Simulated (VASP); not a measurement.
**W (Tungsten) under strain**

How does the pressure of W (Tungsten) answer to a change of volume? The bands are shown for each cell. All runs use r2SCAN. Left out of this account: at least 1 further run (fields: a reference on another mesh). The start is a cell from a database of measured crystal structures.

Program: VASP 6.6.1. Level of theory: r2SCAN; plane waves and PAW (W). Results are calculated unless marked as measured.

The starting crystal is not the ambient structure of W (bcc); it is a model or a phase of other conditions.

### Step 1. The starting structure

Symmetry: Pm-3n, No. 223, cubic system. The conventional cell has a = 5.083 Å, b = 5.083 Å, c = 5.083 Å, α = 90.00°, β = 90.00°, γ = 90.00°. Nearest to W lie 12 W at 2.84 Å. W has 6 W at 2.54 to 2.84 Å nearest.

### Step 2. Bands, cell as listed

Levels along the symmetry lines show where the bands peak and cross; KPOINTS_OPT computes them in the converged potential. r2SCAN adds the kinetic-energy density, costs more than a GGA and is run with LASPH.

INCAR

```
SYSTEM = W
PREC = Accurate
ENCUT = 400
EDIFF = 1E-06
NELM = 100
ISMEAR = -1
SIGMA = 0.05
LREAL = .FALSE.
ALGO = Normal
METAGGA = R2SCAN
LASPH = .TRUE.
NBANDS = 44
LORBIT = 11
LWAVE = .FALSE.
LCHARG = .FALSE.
KPAR = 8
```

POSCAR

```
W
1.0
    5.0830000000      0.0000000000      0.0000000000
    0.0000000000      5.0830000000      0.0000000000
    0.0000000000      0.0000000000      5.0830000000
W
8
Direct
    0.0000000000      0.0000000000      0.0000000000
    0.5000000000      0.5000000000      0.5000000000
    0.0000000000      0.5000000000      0.2500000000
    0.0000000000      0.5000000000      0.7500000000
    0.2500000000      0.0000000000      0.5000000000
    0.7500000000      0.0000000000      0.5000000000
    0.5000000000      0.7500000000      0.0000000000
    0.5000000000      0.2500000000      0.0000000000
```

KPOINTS

```
Automatic mesh
0
Gamma
6 6 6
0 0 0
```

KPOINTS_OPT

```
Line mode
12
Line-mode
Reciprocal
  0.00000000   0.00000000   0.00000000 GAMMA
  0.00000000   0.50000000   0.00000000 X

  0.00000000   0.50000000   0.00000000 X
  0.50000000   0.50000000   0.00000000 M

  0.50000000   0.50000000   0.00000000 M
  0.00000000   0.00000000   0.00000000 GAMMA

  0.00000000   0.00000000   0.00000000 GAMMA
  0.50000000   0.50000000   0.50000000 R

  0.50000000   0.50000000   0.50000000 R
  0.00000000   0.50000000   0.00000000 X

  0.50000000   0.50000000   0.00000000 M
  0.50000000   0.50000000   0.50000000 R
```

The projector-augmented-wave data sets are W (PBE family, release 64).

Started as:

```sh
$ mpirun -np 8 vasp_std
```

The program printed:

```text
[banner, memory and clock lines left out]
running    8 mpi-ranks, on    1 nodes
 distrk:  each k-point on    1 cores,    8 groups
 distr:  one band on    1 cores,    1 groups

 POSCAR found type information on POSCAR W
 POSCAR found :  1 types and       8 ions
|                                                                             |
|           W    W    AA    RRRRR   N    N  II  N    N   GGGG   !!!           |
|           W    W   A  A   R    R  NN   N  II  NN   N  G    G  !!!           |
|           W    W  A    A  R    R  N N  N  II  N N  N  G       !!!           |
|           W WW W  AAAAAA  RRRRR   N  N N  II  N  N N  G  GGG   !            |
|           WW  WW  A    A  R   R   N   NN  II  N   NN  G    G                |
|           W    W  A    A  R    R  N    N  II  N    N   GGGG   !!!           |
|                                                                             |
|     For optimal performance we recommend to set                             |
|       NCORE = 2 up to number-of-cores-per-socket                            |
|     NCORE specifies how many cores store one orbital (NPAR=cpu/NCORE).      |
|     This setting can greatly improve the performance of VASP for DFT.       |
|     The default, NCORE=1 might be grossly inefficient on modern             |
|     multi-core architectures or massively parallel machines. Do your        |
|     Unfortunately you need to use the default for GW and RPA                |
|     calculations (for HF NCORE is supported but not extensively tested      |
|     yet).                                                                   |
|                                                                             |

|                                                                             |
|               ----> ADVICE to this user running VASP <----                  |
|                                                                             |
|     You enforced a specific xc type in the INCAR file but a different       |
|     [... a line on the potential file left out ...]
|     I HOPE YOU KNOW WHAT YOU ARE DOING!                                     |
|                                                                             |

 LDA part: xc-table for (None), standard interpolation
 POSCAR, INCAR and KPOINTS ok, starting setup
 FFT: planning ... GRIDC
 FFT: planning ... GRID_SOFT
 FFT: planning ... GRID
 WAVECAR not read
 entering main loop
       N       E                     dE             d eps       ncg     rms          rms(c)
DAV:   1    -0.170120851276E+03   -0.17012E+03   -0.18075E+04  1784   0.823E+02
DAV:   2    -0.395763757341E+03   -0.22564E+03   -0.20509E+03  2096   0.244E+02
DAV:   3    -0.410751131594E+03   -0.14987E+02   -0.14023E+02  2452   0.505E+01
DAV:   4    -0.411158720494E+03   -0.40759E+00   -0.40307E+00  2248   0.927E+00
DAV:   5    -0.411168735817E+03   -0.10015E-01   -0.10003E-01  2332   0.123E+00    0.479E+01
DAV:   6    -0.411762577123E+03   -0.59384E+00   -0.12023E+00  1944   0.447E+00    0.285E+01
DAV:   7    -0.410957876041E+03    0.80470E+00   -0.36683E+00  2248   0.811E+00    0.529E+00
DAV:   8    -0.410805978212E+03    0.15190E+00   -0.39653E-01  2424   0.379E+00    0.240E+00
DAV:   9    -0.410819914003E+03   -0.13936E-01   -0.44520E-02  2072   0.941E-01    0.517E-01
DAV:  10    -0.410822981262E+03   -0.30673E-02   -0.10709E-02  2224   0.412E-01    0.848E-01
DAV:  11    -0.410822566120E+03    0.41514E-03   -0.20108E-03  2016   0.168E-01    0.203E-01
DAV:  12    -0.410822516944E+03    0.49176E-04   -0.39126E-05  2480   0.326E-02    0.105E-01
DAV:  13    -0.410822513859E+03    0.30846E-05   -0.53158E-05  2112   0.325E-02    0.343E-02
DAV:  14    -0.410822513078E+03    0.78132E-06   -0.24844E-06  1920   0.719E-03
   1 F= -.41082251E+03 E0= -.41081136E+03  d E =-.223103E-01
 Start KPOINTS_OPT (optional k-point list driver)
k-point batch [1-20\72]
       N       E                     dE             ncg
DAV:   1     0.841619983166E+04   -0.35012E+04     1776
DAV:   2     0.390737528136E+04   -0.45088E+04     2096
DAV:   3     0.360037342171E+04   -0.30700E+03     2376
DAV:   4     0.359222843639E+04   -0.81450E+01     2248
DAV:   5     0.359203496169E+04   -0.19347E+00     2312
DAV:   6     0.359202894633E+04   -0.60154E-02     2312
DAV:   7     0.359202872638E+04   -0.21996E-03     2316
DAV:   8     0.359202871401E+04   -0.12371E-04     2024
DAV:   9     0.359202871334E+04   -0.66656E-06     1552
[...]
k-point batch [61-72\72]
       N       E                     dE             ncg
DAV:   1     0.125560934964E+05   -0.92216E+04     1056
DAV:   2     0.985515444776E+04   -0.27009E+04     1264
DAV:   3     0.968553635481E+04   -0.16962E+03     1412
DAV:   4     0.968061902063E+04   -0.49173E+01     1420
DAV:   5     0.968047085405E+04   -0.14817E+00     1404
DAV:   6     0.968046498702E+04   -0.58670E-02     1520
DAV:   7     0.968046492123E+04   -0.65794E-04     1388
DAV:   8     0.968046491917E+04   -0.20607E-05     1208
DAV:   9     0.968046491902E+04   -0.15163E-06      916
```

Wall time 2.4 min (8 MPI ranks of Intel Xeon Platinum 8488C (Sapphire Rapids), shared host); peak memory 2.4 GiB; 19 min of CPU time.

Lines that name or quote the potential files are left out of all logs, and their timing lines are given in words.

From OUTCAR (step 2):

```text
ion  position               nearest neighbor table
   1  0.000  0.000  0.000-   3 2.84   4 2.84   5 2.84   6 2.84   7 2.84   8 2.84   5 2.84   6 2.84
                             3 2.84   4 2.84   7 2.84   8 2.84
   2  0.500  0.500  0.500-   3 2.84   4 2.84   5 2.84   6 2.84   7 2.84   8 2.84   7 2.84   8 2.84
                             5 2.84   6 2.84   3 2.84   4 2.84
   3  0.000  0.500  0.250-   4 2.54   4 2.54   1 2.84   2 2.84   1 2.84   2 2.84   8 3.11   5 3.11
                             6 3.11   5 3.11   6 3.11   7 3.11   7 3.11   8 3.11
   4  0.000  0.500  0.750-   3 2.54   3 2.54   1 2.84   2 2.84   1 2.84   2 2.84   8 3.11   5 3.11
                             6 3.11   5 3.11   6 3.11   7 3.11   7 3.11   8 3.11
   5  0.250  0.000  0.500-   6 2.54   6 2.54   1 2.84   1 2.84   2 2.84   2 2.84   8 3.11   4 3.11
                             7 3.11   8 3.11   3 3.11   3 3.11   4 3.11   7 3.11
   6  0.750  0.000  0.500-   5 2.54   5 2.54   1 2.84   1 2.84   2 2.84   2 2.84   8 3.11   4 3.11
                             7 3.11   8 3.11   3 3.11   3 3.11   4 3.11   7 3.11
   7  0.500  0.750  0.000-   8 2.54   8 2.54   1 2.84   2 2.84   2 2.84   1 2.84   3 3.11   4 3.11
                             5 3.11   6 3.11   5 3.11   6 3.11   3 3.11   4 3.11
   8  0.500  0.250  0.000-   7 2.54   7 2.54   1 2.84   2 2.84   2 2.84   1 2.84   3 3.11   4 3.11
                             5 3.11   6 3.11   5 3.11   6 3.11   3 3.11   4 3.11

  LATTYP: Found a simple cubic cell.
 ALAT       =     5.0830000000

 Subroutine GETGRP returns: Found 48 space group operations
 (whereof 24 operations were pure point group operations)

The static configuration has the point symmetry T_h .
 The point group associated with its full space group is O_h .

 Found     20 irreducible k-points:

   k-points           NKPTS =     20   k-points in BZ     NKDIM =     20   number of bands    NBANDS=     44

   dimension x,y,z NGX =    36 NGY =   36 NGZ =   36
   dimension x,y,z NGXF=    72 NGYF=   72 NGZF=   72

   ENCUT  =  400.0 eV  29.40 Ry    5.42 a.u.   8.29  8.29  8.29*2*pi/ulx,y,z

   NELECT =      48.0000    total number of electrons

 k-points in reciprocal lattice and weights: Automatic mesh
   0.00000000  0.00000000  0.00000000       0.005
   0.16666667  0.00000000  0.00000000       0.028
   0.33333333  0.00000000  0.00000000       0.028
   0.50000000  0.00000000  0.00000000       0.014
   0.16666667  0.16666667  0.00000000       0.056
   0.33333333  0.16666667  0.00000000       0.111
   0.50000000  0.16666667  0.00000000       0.056
   0.33333333  0.33333333  0.00000000       0.056
   0.50000000  0.33333333  0.00000000       0.056
[...]
0.50000000  0.50000000  0.33333333       0.028
   0.50000000  0.50000000  0.50000000       0.005

 average (electrostatic) potential at core
       1 -43.8702       2 -43.8702       3 -44.2037       4 -44.2037       5 -44.2037
       6 -44.2037       7 -44.2037       8 -44.2037

 E-fermi :   7.1171

 k-point     1 :       0.0000    0.0000    0.0000
  band No.  band energies     occupation
    ...
     21       5.4913      2.00000
     22       5.4913      2.00000
     23       6.6374      1.99986
     24       6.6374      1.99986
     25       6.6374      1.99986
     26       8.7262      0.00000
     27       8.7262      0.00000
     28       8.7262      0.00000
     29       8.7944      0.00000
     30       8.7944      0.00000
    ...

 k-point     2 :       0.1667    0.0000    0.0000
  band No.  band energies     occupation
    ...
     21       5.5542      2.00000
     22       5.6025      2.00000
     23       6.5631      1.99997
     24       6.5631      1.99997
     25       6.9195      1.96224
     26       7.6471      0.00005
     27       8.6305      0.00000
     28       8.6305      0.00000
     29       8.7624      0.00000
     30       8.9214      0.00000
    ...

 k-point     3 :       0.3333    0.0000    0.0000
  band No.  band energies     occupation
    ...
     21       5.6831      2.00000
     22       6.0836      2.00000
     23       6.3175      2.00000
     24       6.3175      2.00000
     25       6.8512      1.99022
     26       7.5904      0.00015
     27       8.0822      0.00000
     28       8.0822      0.00000
     29       8.6823      0.00000
     30       9.1610      0.00000
    ...

  Total       -7.4778117     -7.4778117     -7.4778117      0.0000000      0.0000000      0.0000000
  in kB      -91.2272907    -91.2272907    -91.2272907      0.0000000      0.0000000      0.0000000
  external PRESSURE =     -91.2272907 kB  Pullay stress =       0.0000000 kB

  energy-cutoff  :      400.00
  volume of cell :      131.33
      direct lattice vectors                 reciprocal lattice vectors
     5.083000000  0.000000000  0.000000000     0.196734212  0.000000000  0.000000000
     0.000000000  5.083000000  0.000000000     0.000000000  0.196734212  0.000000000
     0.000000000  0.000000000  5.083000000     0.000000000  0.000000000  0.196734212

 POSITION                                       TOTAL-FORCE (eV/Angst)
 -----------------------------------------------------------------------------------
      0.00000      0.00000      0.00000        -0.000000     -0.000000     -0.000000
      2.54150      2.54150      2.54150        -0.000000     -0.000000     -0.000000
      0.00000      2.54150      1.27075        -0.000000      0.000000     -0.000000
      0.00000      2.54150      3.81225        -0.000000     -0.000000      0.000000
      1.27075      0.00000      2.54150         0.000000      0.000000      0.000000
      3.81225      0.00000      2.54150        -0.000000     -0.000000     -0.000000
      2.54150      3.81225      0.00000         0.000000     -0.000000     -0.000000
      2.54150      1.27075      0.00000         0.000000      0.000000      0.000000
 -----------------------------------------------------------------------------------
    total drift:                                0.000000      0.000000     -0.000000

  FREE ENERGIE OF THE ION-ELECTRON SYSTEM (eV)
  ---------------------------------------------------
  free  energy   TOTEN  =      -410.8225130778 eV

  energy  without entropy=     -410.8002028093  energy(sigma->0) =     -410.81135794

 total charge
# of ion       s       p       d       tot
------------------------------------------
    1        0.663   0.757   4.107   5.528
    2        0.663   0.757   4.107   5.528
    3        0.645   0.691   4.100   5.435
    4        0.645   0.691   4.100   5.435
    5        0.645   0.691   4.100   5.435
    6        0.645   0.691   4.100   5.435
    7        0.645   0.691   4.100   5.435
    8        0.645   0.691   4.100   5.435
--------------------------------------------------
tot          5.196   5.660  32.813  43.669

[... 3 further parts left out ...]
```

Spin-orbit coupling is off here; it can split and shift levels that hold much weight on W by tenths of an eV or more. The PAW data sets were made with PBE, which is usual practice but a small mismatch for other functionals. At this level the cell is under a tension of 9.1 GPa, so at these settings it is away from equilibrium. The data set W keeps the semicore shell frozen, which is cheaper and a little less accurate.

Numbers from this step:

```
SCF cycles                             : 14
electrons                              : 48
bands                                  : 44
irreducible k-points                   : 20
symmetry operations                    : 48
free energy (TOTEN)                    : -410.8225 eV
energy at zero smearing                : -410.8114 eV
Fermi energy                           : 7.117 eV
pressure                               : -9.123 GPa
metallic, judged on the points sampled : yes
```

Electronic bands along the path, in eV, zero at the Fermi level; # counts the bands kept in this run:

```tsv
point	#21	#22	#23	#24	#25	#26	#27	#28
Γ	-1.63	-1.63	-0.48	-0.48	-0.48	1.61	1.61	1.61
0.45 of the way	-1.45	-1.44	-0.62	-0.62	0.02	0.18	1.35	1.35
X	-1.30	-1.30	-1.00	-1.00	0.58	0.58	0.67	0.67
0.55 of the way	-1.27	-1.09	-0.49	-0.39	0.23	0.27	0.45	0.88
M	-1.26	-0.90	-0.90	0.17	0.17	0.17	0.43	0.85
0.55 of the way	-1.34	-1.23	-1.07	-0.76	0.48	0.71	1.09	1.12
Γ	-1.63	-1.63	-0.48	-0.48	-0.48	1.61	1.61	1.61
0.45 of the way	-1.11	-1.11	-0.91	-0.91	0.88	0.88	0.88	1.38
R	-1.60	-1.60	-1.60	-1.60	1.33	1.33	1.33	1.33
0.45 of the way	-1.34	-1.34	-0.48	-0.48	0.54	0.54	1.34	1.34
X	-1.30	-1.30	-1.00	-1.00	0.58	0.58	0.67	0.67
jump to M	-1.26	-0.90	-0.90	0.17	0.17	0.17	0.43	0.85
0.45 of the way	-1.37	-1.37	-1.31	0.33	0.34	0.71	1.06	1.06
R	-1.60	-1.60	-1.60	-1.60	1.33	1.33	1.33	1.33
```

There is no gap at this level.

(Part 1 of 4 ends here.)

[Lines on the potential files, build, host, timing and source positions are cut from VASP's logs without a mark.]

[Logs are printed without paths, hosts, clocks, repeated set-up lines and the standing remarks that a program may print on its own settings, such as how far it seeks lower states.]

[Hosts, paths, dates, database ids (printed as entryN), source tags and the programs' standing remarks are cut or masked in the printed files.]

[A measured line is paired with the nearest computed mode of its activity, which favours agreement.]

[In band tables of VASP the shares of atoms and orbitals are scaled to a sum of 1 inside the atoms' spheres.]
